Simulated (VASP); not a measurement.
# AlN: time-dependent DFT spectra

Aim: the absorption of AlN from time-dependent DFT with and without exact exchange. The cell is of the wurtzite type, one of the forms listed for this formula. The start is a cell from a database of measured crystal structures.

Calculated with VASP 6.6.1; LDA; plane waves and PAW (Al, N), in the first sound run; inputs show where later runs differ.

This is a report of a sequence of runs, with most program output left out.

The database entry behind the starting cell differs from later determinations by our own check (inner coordinate u about 0.002 short), so it need not match the best structure at ambient conditions.

## (1) The starting structure

Symmetry: P6_3mc, No. 186, hexagonal system. Conventional cell: a = 3.113 Å, b = 3.113 Å, c = 4.981 Å, α = 90.00°, β = 90.00°, γ = 120.00°. Nearest to Al lie 4 N at 1.89 Å. N has 4 Al at 1.89 Å nearest. Farther neighbours and most contacts between anions are not listed.

## (2) Ground state at LDA

Many-body steps start from the orbitals of a self-consistent run, here LDA. EDIFF is tight for accurate orbitals, and a narrow smearing avoids fractional occupations.

The input, INCAR:

```
SYSTEM = AlN
PREC = Accurate
ENCUT = 420
EDIFF = 1E-08
NELM = 100
ISMEAR = 0
SIGMA = 0.01
LREAL = .FALSE.
ALGO = Normal
GGA = CA
NBANDS = 14
LORBIT = 11
LWAVE = .TRUE.
LCHARG = .FALSE.
KPAR = 8
```

The input, POSCAR:

```
AlN
1.0
    3.1130000000      0.0000000000      0.0000000000
   -1.5565000000      2.6959370820      0.0000000000
    0.0000000000      0.0000000000      4.9810000000
Al N
2 2
Direct
    0.6666666667      0.3333333333      0.5000000000
    0.3333333333      0.6666666667      0.0000000000
    0.6666666667      0.3333333333      0.8800000000
    0.3333333333      0.6666666667      0.3800000000
```

The input, KPOINTS:

```
Automatic mesh
0
Gamma
6 6 4
0 0 0
```

PAW data sets: Al and N (PBE family, release 64).

Run with:

```bash
mpirun -np 8 vasp_std
```

It took 2.8 s on 8 MPI ranks of AMD EPYC 7R43, shared host; peak memory 0.86 GiB; 15 s of CPU time.

The gap is read on the k-mesh alone, so it is an upper bound where the band edges lie off the mesh. The PAW data sets were made with PBE, though LDA sets exist; this is a small mismatch.

A gap read on the k-mesh alone can miss the band edges.

This step gave:

```
free energy (TOTEN)            : -32.81 eV
Fermi energy                   : 5.977 eV
pressure                       : -5.546 GPa
gap on the k-mesh              : 4.236 eV
least direct gap on the k-mesh : 4.236 eV
```

## (3) Empty bands, functional LDA

ALGO = Exact diagonalises the converged Hamiltonian in one step, and LOPTICS writes the k-derivatives of the orbitals (WAVEDER), which give the transition dipoles.

The input, INCAR:

```
SYSTEM = AlN
PREC = Accurate
ENCUT = 420
ISMEAR = 0
SIGMA = 0.01
LREAL = .FALSE.
GGA = CA
NBANDS = 24
ALGO = Exact
NELM = 1
LWAVE = .TRUE.
LCHARG = .FALSE.
LOPTICS = .TRUE.
NEDOS = 1000
CSHIFT = 0.1
```

POSCAR is that of step 2.

KPOINTS is that of step 2.

Run with:

```bash
mpirun -np 8 vasp_std
```

Wall time 8.4 s (8 MPI ranks); peak memory 0.94 GiB; 53 s of CPU time.

WAVECAR now holds 24 bands for 16 electrons. Its independent-particle dielectric tensor has xx, yy, zz = 4.7, 4.7, 4.8 on this mesh, which isn't tested for convergence in mesh or bands and lacks local fields.

## (4) Casida equation on LDA

This step: time-dependent LDA, Casida form; plane waves and PAW (Al, N) (VASP 6.6.1).

The Casida equation, in the Tamm-Dancoff approximation (ANTIRES = 0), couples the pairs by a local exchange-correlation kernel; a semilocal kernel is short-ranged.

The input, INCAR:

```
SYSTEM = AlN
PREC = Accurate
ENCUT = 420
ISMEAR = 0
SIGMA = 0.01
LREAL = .FALSE.
GGA = CA
NBANDS = 24
ALGO = TDHF
NBANDSO = 5
NBANDSV = 5
OMEGAMAX = 25
NEDOS = 1000
CSHIFT = 0.1
PRECFOCK = Fast
LWAVE = .FALSE.
LCHARG = .FALSE.
ANTIRES = 0
LFXC = .TRUE.
LADDER = .FALSE.
```

POSCAR is that of step 3.

KPOINTS is that of step 3.

Run with:

```bash
mpirun -np 8 vasp_std
```

The job ended after 15 s (8 MPI ranks; peak memory 1.7 GiB).

Numbers from this step:

- lowest excitation: 4.241 eV

The imaginary dielectric function has structure finer than the step of the table below, so its rows give means over 1 eV, whole bins alone (the curve runs from 0 to 25 eV). Peaks (eV: height): xx 6.3: 5.98, 7.1: 10.7, 7.7: 11.5, 8.8: 8.54, 10.1: 6.54, 10.7: 7.16, 11.9: 6.02; zz 5.7: 4.15, 6.4: 10.6, 7.1: 15.9, 8.5: 6.27, 9.6: 9.08, 10.2: 9.92, 12.0: 8.25.

From 5 filled and 5 empty bands alone, without any pair above OMEGAMAX = 25 eV, so strength is missing wherever others contribute; lines are broadened by CSHIFT, which also makes the tail under the first line. Table of imaginary dielectric function by photon energy; means over each step:

| photon energy (eV) | xx | zz |
| --- | --- | --- |
| 1 | 0.0102 | 0.0114 |
| 2 | 0.0236 | 0.0266 |
| 3 | 0.0481 | 0.0567 |
| 4 | 0.382 | 0.490 |
| 5 | 0.639 | 0.409 |
| 6 | 3.05 | 4.67 |
| 7 | 6.97 | 9.25 |
| 8 | 7.59 | 4.88 |
| 9 | 4.94 | 4.14 |
| 10 | 4.65 | 6.50 |
| 11 | 4.38 | 3.19 |
| 12 | 4.11 | 5.63 |
| 13 | 2.17 | 1.52 |
| 14 | 0.726 | 0.685 |
| 15 | 0.217 | 0.348 |
| 16 | 0.121 | 0.0812 |
| 17 | 0.0339 | 0.0359 |
| 18 | 0.0198 | 0.0205 |
| 19 | 0.0144 | 0.0149 |
| 20 | 0.0111 | 0.0115 |
| 21 | 0.00888 | 0.00918 |
| 22 | 0.00724 | 0.00750 |
| 23 | 0.00602 | 0.00622 |
| 24 | 0.00506 | 0.00524 |

The lowest excitation lies at 4.241 eV, +5 meV against the direct gap of these orbitals. No second mesh in this session tests these energies, peaks and heights.

## (5) Random-phase approximation on LDA

This step: RPA spectrum on LDA; plane waves and PAW (Al, N) (VASP 6.6.1).

With the exchange-correlation kernel off, only the local fields remain: the random-phase approximation.

Changes to INCAR since step 4:

```diff
@@ -18,3 +18,3 @@
 ANTIRES = 0
-LFXC = .TRUE.
+LFXC = .FALSE.
 LADDER = .FALSE.
```

POSCAR is that of step 4.

KPOINTS is that of step 4.

Run with:

```bash
mpirun -np 8 vasp_std
```

Run time: 15 s. Hardware: 8 MPI ranks; peak memory 1.7 GiB.

This step gave:

| Property | Result |
| --- | --- |
| lowest excitation | 4.243 eV |

The imaginary dielectric function has structure finer than the step of the table below, so its rows give means over 1 eV, whole bins alone (the curve runs from 0 to 25 eV). Peaks (eV: height): xx 7.1: 9.23, 7.7: 10.9, 8.8: 9.28, 9.2: 5.39, 10.1: 6.61, 10.8: 7.37, 11.9: 6.48; zz 6.6: 9.11, 7.1: 14.5, 7.9: 5.80, 8.5: 6.15, 9.6: 9.13, 10.2: 11.2, 12.1: 9.33.

From 5 filled and 5 empty bands alone, without any pair above OMEGAMAX = 25 eV, so strength is missing wherever others contribute; lines are broadened by CSHIFT, which also makes the tail under the first line. Table of imaginary dielectric function by photon energy; means over each step:

| photon energy (eV) | xx | zz |
| --- | --- | --- |
| 1 | 0.00954 | 0.0107 |
| 2 | 0.0219 | 0.0247 |
| 3 | 0.0443 | 0.0522 |
| 4 | 0.349 | 0.452 |
| 5 | 0.558 | 0.350 |
| 6 | 2.58 | 3.78 |
| 7 | 5.99 | 8.65 |
| 8 | 7.45 | 4.95 |
| 9 | 5.23 | 4.01 |
| 10 | 4.71 | 6.80 |
| 11 | 4.64 | 3.34 |
| 12 | 4.51 | 6.18 |
| 13 | 2.64 | 1.92 |
| 14 | 0.888 | 0.837 |
| 15 | 0.258 | 0.437 |
| 16 | 0.143 | 0.0976 |
| 17 | 0.0375 | 0.0409 |
| 18 | 0.0213 | 0.0240 |
| 19 | 0.0154 | 0.0160 |
| 20 | 0.0118 | 0.0122 |
| 21 | 0.00938 | 0.00971 |
| 22 | 0.00761 | 0.00789 |
| 23 | 0.00630 | 0.00654 |
| 24 | 0.00529 | 0.00549 |

The lowest excitation lies at 4.243 eV, +7 meV against the direct gap of these orbitals. No second mesh in this session tests these energies, peaks and heights.

## (6) Orbitals for ground state at HSE06

This step: LDA; plane waves and PAW (Al, N) (VASP 6.6.1).

A hybrid converges faster from good orbitals, so a cheap LDA run writes WAVECAR first.

The input, INCAR:

```
SYSTEM = AlN
PREC = Accurate
ENCUT = 420
EDIFF = 1E-05
NELM = 100
ISMEAR = 0
SIGMA = 0.01
LREAL = .FALSE.
ALGO = Normal
GGA = CA
NBANDS = 14
LORBIT = 11
LWAVE = .TRUE.
LCHARG = .FALSE.
KPAR = 8
```

POSCAR is that of step 5.

KPOINTS is that of step 5.

Run with:

```bash
mpirun -np 8 vasp_std
```

Run time: 2.4 s. Hardware: 8 MPI ranks; peak memory 0.83 GiB.

This step gave:

```
Fermi energy : 5.978 eV
pressure     : -5.607 GPa
```

The run ends at a pressure of -5.61 GPa, with forces up to 0.12 eV/Å.

## (7) Ground state at HSE06

This step: HSE06; plane waves and PAW (Al, N) (VASP 6.6.1).

Many-body steps start from the orbitals of a self-consistent run, here HSE06. A small SIGMA keeps every occupation at zero or full.

The input, INCAR:

```
SYSTEM = AlN
PREC = Accurate
ENCUT = 420
EDIFF = 1E-08
NELM = 100
ISMEAR = 0
SIGMA = 0.01
LREAL = .FALSE.
ALGO = Normal
LHFCALC = .TRUE.
AEXX = 0.25
GGA = PE
HFSCREEN = 0.2
LASPH = .TRUE.
NBANDS = 14
PRECFOCK = Fast
LORBIT = 11
LWAVE = .TRUE.
LCHARG = .FALSE.
KPAR = 8
```

POSCAR is that of step 6.

KPOINTS is that of step 6.

The run starts from files that an earlier step left in the folder.

Run with:

```bash
mpirun -np 8 vasp_std
```

Run time: 1.8 min. Hardware: 8 MPI ranks; peak memory 1.7 GiB; 12 min of CPU time.

The PAW data sets were made with PBE, which is usual practice but a small mismatch for other functionals.

Numbers from this step:

* free energy (TOTEN): -34.95 eV
* Fermi energy: 5.256 eV
* gap on the k-mesh: 5.588 eV
* least direct gap on the k-mesh: 5.588 eV

## (8) Empty bands, functional HSE06

The input, INCAR:

```
SYSTEM = AlN
PREC = Accurate
ENCUT = 420
ISMEAR = 0
SIGMA = 0.01
LREAL = .FALSE.
LHFCALC = .TRUE.
AEXX = 0.25
GGA = PE
HFSCREEN = 0.2
LASPH = .TRUE.
NBANDS = 24
PRECFOCK = Fast
ALGO = Exact
NELM = 1
LWAVE = .TRUE.
LCHARG = .FALSE.
LOPTICS = .TRUE.
NEDOS = 1000
CSHIFT = 0.1
```

POSCAR is that of step 7.

KPOINTS is that of step 7.

The WAVECAR or CHGCAR of an earlier step is read.

Run with:

```bash
mpirun -np 8 vasp_std
```

The job ended after 6.4 min (8 MPI ranks; peak memory 2 GiB).

## (9) Casida equation on HSE06

This step: time-dependent HSE06, Casida form; plane waves and PAW (Al, N) (VASP 6.6.1).

The Casida equation, in the Tamm-Dancoff approximation (ANTIRES = 0), couples the pairs by a local exchange-correlation kernel and by exact exchange, which attracts electron and hole.

The input, INCAR:

```
SYSTEM = AlN
PREC = Accurate
ENCUT = 420
ISMEAR = 0
SIGMA = 0.01
LREAL = .FALSE.
LHFCALC = .TRUE.
AEXX = 0.25
GGA = PE
HFSCREEN = 0.2
LASPH = .TRUE.
NBANDS = 24
PRECFOCK = Fast
ALGO = TDHF
NBANDSO = 5
NBANDSV = 5
OMEGAMAX = 25
NEDOS = 1000
CSHIFT = 0.1
LWAVE = .FALSE.
LCHARG = .FALSE.
ANTIRES = 0
LFXC = .TRUE.
LADDER = .TRUE.
```

POSCAR is that of step 8.

KPOINTS is that of step 8.

The WAVECAR or CHGCAR of an earlier step is read.

Run with:

```bash
mpirun -np 8 vasp_std
```

It took 20 s on 8 MPI ranks; peak memory 2.4 GiB; 2.2 min of CPU time.

This step gave:

```
lowest excitation                     : 5.538 eV
direct gap less the lowest excitation : 0.04930 eV
```

The imaginary dielectric function has structure finer than the step of the table below, so its rows give means over 1 eV, whole bins alone (the curve runs from 0 to 25 eV). Peaks (eV: height): xx 6.8: 4.66, 7.8: 9.81, 8.2: 8.69, 8.6: 12.2, 10.4: 5.93, 11.6: 5.83, 13.6: 3.68; zz 6.9: 8.84, 7.6: 21.1, 8.6: 14.3, 10.2: 5.54, 11.2: 7.37, 11.8: 5.78, 13.5: 5.74.

From 5 filled and 5 empty bands alone, without any pair above OMEGAMAX = 25 eV, so strength is missing wherever others contribute; lines are broadened by CSHIFT, which also makes the tail under the first line. Imaginary dielectric function against photon energy; means over each step:

| photon energy (eV) | xx | zz |
| --- | --- | --- |
| 1 | 0.00663 | 0.00744 |
| 2 | 0.0146 | 0.0165 |
| 3 | 0.0264 | 0.0300 |
| 4 | 0.0484 | 0.0569 |
| 5 | 0.148 | 0.332 |
| 6 | 0.791 | 0.673 |
| 7 | 3.37 | 3.92 |
| 8 | 7.09 | 9.39 |
| 9 | 7.56 | 5.73 |
| 10 | 4.08 | 3.87 |
| 11 | 2.89 | 4.07 |
| 12 | 4.33 | 3.83 |
| 13 | 2.76 | 2.89 |
| 14 | 2.34 | 2.78 |
| 15 | 0.980 | 0.623 |
| 16 | 0.379 | 0.422 |
| 17 | 0.129 | 0.211 |
| 18 | 0.0710 | 0.0665 |
| 19 | 0.0266 | 0.0292 |
| 20 | 0.0143 | 0.0158 |
| 21 | 0.0108 | 0.0112 |
| 22 | 0.00853 | 0.00885 |
| 23 | 0.00693 | 0.00719 |
| 24 | 0.00574 | 0.00595 |

Some of the lowest 40 states alone, with states under 2.5 meV apart joined, scaled to the strongest line shown. Exciton lines, with heights relative to the strongest:

| position (eV) | lines merged | oscillator strength |
| --- | --- | --- |
| 5.538 | 1 | 12 |
| 5.733 | 2 | 23 |
| 6.461 | 2 | 0.0 |
| 6.815 | 2 | 44 |
| 6.849 | 2 | 0.0 |
| 6.967 | 1 | 51 |
| 7.053 | 2 | 0.0 |
| 7.098 | 2 | 0.0 |
| 7.107 | 1 | 0.0 |
| 7.139 | 2 | 36 |
| 7.151 | 1 | 0.0 |
| 7.162 | 2 | 0.0 |
| 7.185 | 1 | 0.0 |
| 7.337 | 2 | 0.0 |
| 7.350 | 1 | 0.0 |
| 7.358 | 2 | 20 |
| 7.365 | 2 | 0.0 |
| 7.386 | 3 | 19 |
| 7.636 | 1 | 100 |
| 7.652 | 2 | 0.0 |
| 7.671 | 2 | 0.0 |
| 7.676 | 1 | 0.5 |

The lowest excitation lies at 5.538 eV, -49 meV against the direct gap of these orbitals. No second mesh in this session tests these energies, peaks and heights, and most of the distance from the gap can be the mesh's own exchange term.

## (10) Random-phase approximation on HSE06

This step: RPA spectrum on HSE06; plane waves and PAW (Al, N) (VASP 6.6.1).

Changes to INCAR since step 9:

```diff
@@ -22,3 +22,3 @@
 ANTIRES = 0
-LFXC = .TRUE.
-LADDER = .TRUE.
+LFXC = .FALSE.
+LADDER = .FALSE.
```

POSCAR is that of step 9.

KPOINTS is that of step 9.

Run with:

```bash
mpirun -np 8 vasp_std
```

Wall time 16 s (8 MPI ranks); peak memory 2.4 GiB.

This step gave:

```yaml
lowest_excitation: 5.594 eV
```

The imaginary dielectric function has structure finer than the step of the table below, so its rows give means over 1 eV, whole bins alone (the curve runs from 0 to 25 eV). Peaks (eV: height): xx 8.8: 7.51, 9.3: 8.56, 10.6: 8.02, 11.0: 4.78, 12.0: 6.12, 12.6: 6.94, 13.8: 5.77; zz 8.0: 8.00, 8.8: 12.2, 9.6: 4.90, 10.3: 5.46, 11.4: 8.48, 12.1: 9.61, 14.0: 9.06.

From 5 filled and 5 empty bands alone, without any pair above OMEGAMAX = 25 eV, so strength is missing wherever others contribute; lines are broadened by CSHIFT, which also makes the tail under the first line. Table of imaginary dielectric function by photon energy; means over each step:

| photon energy (eV) | xx | zz |
| --- | --- | --- |
| 1 | 0.00462 | 0.00514 |
| 2 | 0.01000 | 0.0112 |
| 3 | 0.0173 | 0.0195 |
| 4 | 0.0297 | 0.0343 |
| 5 | 0.0723 | 0.135 |
| 6 | 0.383 | 0.355 |
| 7 | 1.12 | 1.09 |
| 8 | 2.77 | 4.79 |
| 9 | 6.49 | 6.85 |
| 10 | 5.38 | 4.27 |
| 11 | 4.19 | 3.79 |
| 12 | 4.48 | 5.70 |
| 13 | 4.04 | 2.92 |
| 14 | 4.19 | 5.73 |
| 15 | 2.52 | 1.56 |
| 16 | 0.885 | 0.961 |
| 17 | 0.283 | 0.479 |
| 18 | 0.138 | 0.177 |
| 19 | 0.0484 | 0.0577 |
| 20 | 0.0203 | 0.0255 |
| 21 | 0.0146 | 0.0156 |
| 22 | 0.0112 | 0.0118 |
| 23 | 0.00893 | 0.00934 |
| 24 | 0.00727 | 0.00760 |

The lowest excitation lies at 5.594 eV, +7 meV against the direct gap of these orbitals. No second mesh in this session tests these energies, peaks and heights.

## (11) Dielectric constant

This step: LDA; plane waves and PAW (Al, N) (VASP 6.6.1).

Perturbation theory (LEPSILON) gives the dielectric tensor with local fields, and the Born charges. The dielectric constant will set the share of exact exchange; it needs a finer mesh and uses the standard data sets.

The input, INCAR:

```
SYSTEM = AlN
PREC = Accurate
ENCUT = 520
EDIFF = 1E-08
NELM = 100
ISMEAR = 0
SIGMA = 0.01
LREAL = .FALSE.
ALGO = Normal
GGA = CA
NBANDS = 14
LWAVE = .FALSE.
LCHARG = .FALSE.
KPAR = 8
LEPSILON = .TRUE.
```

POSCAR is that of step 10.

The input, KPOINTS:

```
Automatic mesh
0
Gamma
11 11 6
0 0 0
```

Run with:

```bash
mpirun -np 8 vasp_std
```

Wall time 58 s (8 MPI ranks); peak memory 2.9 GiB.

Energies printed during the response cycles are not total energies of the cell.

Numbers from this step:

```yaml
fermi_energy: 5.971 eV
pressure: -3.512 GPa
gap_on_the_k_mesh: 4.243 eV
least_direct_gap_on_the_k_mesh: 4.243 eV
```

Electronic dielectric tensor with local fields:

```
4.44 0.00 0.00
0.00 4.44 0.00
0.00 0.00 4.64
```

Born effective charge (e), principal values of the symmetric part by kind of site:

| atom | atoms with these values | low | middle | high | mean |
| --- | --- | --- | --- | --- | --- |
| Al1 | 2 | 2.51 | 2.51 | 2.67 | 2.57 |
| N3 | 2 | -2.67 | -2.51 | -2.51 | -2.57 |

In full for N3:

```
-2.51  0.00  0.00
 0.00 -2.51  0.00
 0.00  0.00 -2.67
```

Piezoelectric tensor with clamped ions (C/m²), by row:

| field | xx | yy | zz | xy | yz | zx |
| --- | --- | --- | --- | --- | --- | --- |
| x | 0 | 0 | 0 | 0 | 0 | 0.3362 |
| y | 0 | 0 | 0 | 0 | 0.3362 | 0 |
| z | 0.2573 | 0.2573 | -0.3841 | 0 | 0 | 0 |

The mean electronic (clamped-ion) dielectric constant is 4.51.

## (12) Ground state at PBE-EpsX

This step: PBE-EpsX; plane waves and PAW (Al, N) (VASP 6.6.1).

Many-body steps start from the orbitals of a self-consistent run, here PBE-EpsX. EDIFF is tight for accurate orbitals, and a narrow smearing avoids fractional occupations. PBE-EpsX is PBE with a share of exact exchange equal to one over the dielectric constant found above.

The input, INCAR:

```
SYSTEM = AlN
PREC = Accurate
ENCUT = 420
EDIFF = 1E-08
NELM = 100
ISMEAR = 0
SIGMA = 0.01
LREAL = .FALSE.
ALGO = Normal
LHFCALC = .TRUE.
AEXX = 0.222
GGA = PE
LASPH = .TRUE.
NBANDS = 14
PRECFOCK = Fast
LORBIT = 11
LWAVE = .TRUE.
LCHARG = .FALSE.
KPAR = 8
```

POSCAR is that of step 11.

The input, KPOINTS:

```
Automatic mesh
0
Gamma
6 6 4
0 0 0
```

Run with:

```bash
mpirun -np 8 vasp_std
```

Run time: 98 s. Hardware: 8 MPI ranks; peak memory 0.97 GiB; 11 min of CPU time.

This step gave:

```yaml
free_energy_toten: -35.94 eV
fermi_energy: 5.030 eV
gap_on_the_k_mesh: 6.069 eV
least_direct_gap_on_the_k_mesh: 6.069 eV
```

## (13) Empty bands, functional PBE-EpsX, ε 4.50719

The input, INCAR:

```
SYSTEM = AlN
PREC = Accurate
ENCUT = 420
ISMEAR = 0
SIGMA = 0.01
LREAL = .FALSE.
LHFCALC = .TRUE.
AEXX = 0.222
GGA = PE
LASPH = .TRUE.
NBANDS = 24
PRECFOCK = Fast
ALGO = Exact
NELM = 1
LWAVE = .TRUE.
LCHARG = .FALSE.
LOPTICS = .TRUE.
NEDOS = 1000
CSHIFT = 0.1
```

POSCAR is that of step 12.

KPOINTS is that of step 12.

The WAVECAR or CHGCAR of an earlier step is read.

Run with:

```bash
mpirun -np 8 vasp_std
```

Elapsed: 5.1 min, on 8 MPI ranks; peak memory 1.3 GiB; 34 min of CPU time.

## (14) Casida equation on PBE-EpsX

This step: time-dependent PBE-EpsX, Casida form; plane waves and PAW (Al, N) (VASP 6.6.1).

The input, INCAR:

```
SYSTEM = AlN
PREC = Accurate
ENCUT = 420
ISMEAR = 0
SIGMA = 0.01
LREAL = .FALSE.
LHFCALC = .TRUE.
AEXX = 0.222
GGA = PE
LASPH = .TRUE.
NBANDS = 24
PRECFOCK = Fast
ALGO = TDHF
NBANDSO = 5
NBANDSV = 5
OMEGAMAX = 25
NEDOS = 1000
CSHIFT = 0.1
LWAVE = .FALSE.
LCHARG = .FALSE.
ANTIRES = 0
LFXC = .TRUE.
LADDER = .TRUE.
```

POSCAR is that of step 13.

KPOINTS is that of step 13.

The run starts from files that an earlier step left in the folder.

Run with:

```bash
mpirun -np 8 vasp_std
```

It took 19 s on 8 MPI ranks; peak memory 1.7 GiB.

Numbers from this step:

```
lowest excitation                     : 5.561 eV
direct gap less the lowest excitation : 0.5078 eV
```

The imaginary dielectric function has structure finer than the step of the table below, so its rows give means over 1 eV, whole bins alone (the curve runs from 0 to 25 eV). Peaks (eV: height): xx 6.9: 4.36, 7.4: 5.37, 7.8: 9.73, 8.3: 8.58, 8.6: 11.8, 10.4: 5.35, 11.6: 5.55; zz 6.9: 8.66, 7.6: 21.7, 8.6: 13.7, 10.2: 5.70, 11.3: 7.13, 11.8: 5.72, 13.5: 5.51.

From 5 filled and 5 empty bands alone, without any pair above OMEGAMAX = 25 eV, so strength is missing wherever others contribute; lines are broadened by CSHIFT, which also makes the tail under the first line. Table of imaginary dielectric function by photon energy; means over each step:

| photon energy (eV) | xx | zz |
| --- | --- | --- |
| 1 | 0.00627 | 0.00711 |
| 2 | 0.0138 | 0.0158 |
| 3 | 0.0249 | 0.0287 |
| 4 | 0.0459 | 0.0545 |
| 5 | 0.137 | 0.291 |
| 6 | 0.788 | 0.697 |
| 7 | 3.33 | 3.86 |
| 8 | 6.65 | 8.90 |
| 9 | 6.93 | 5.27 |
| 10 | 3.74 | 3.75 |
| 11 | 2.77 | 3.93 |
| 12 | 4.05 | 3.58 |
| 13 | 2.61 | 2.76 |
| 14 | 2.16 | 2.58 |
| 15 | 0.901 | 0.584 |
| 16 | 0.349 | 0.404 |
| 17 | 0.120 | 0.193 |
| 18 | 0.0659 | 0.0615 |
| 19 | 0.0248 | 0.0269 |
| 20 | 0.0133 | 0.0149 |
| 21 | 0.0101 | 0.0106 |
| 22 | 0.00797 | 0.00835 |
| 23 | 0.00646 | 0.00678 |
| 24 | 0.00536 | 0.00562 |

(Continued in part 2 of 2.)

[Lines on the potential files, build, host, timing and source positions are cut from VASP's logs without a mark.]

[Logs are printed without paths, hosts, clocks, repeated set-up lines and the standing remarks that a program may print on its own settings, such as how far it seeks lower states.]

[Hosts, paths, dates, database ids (printed as entryN), source tags and the programs' standing remarks are cut or masked in the printed files.]

[Pressures printed for these runs are not shown converged in the cutoff: they can be off by several GPa and have the wrong sign.]
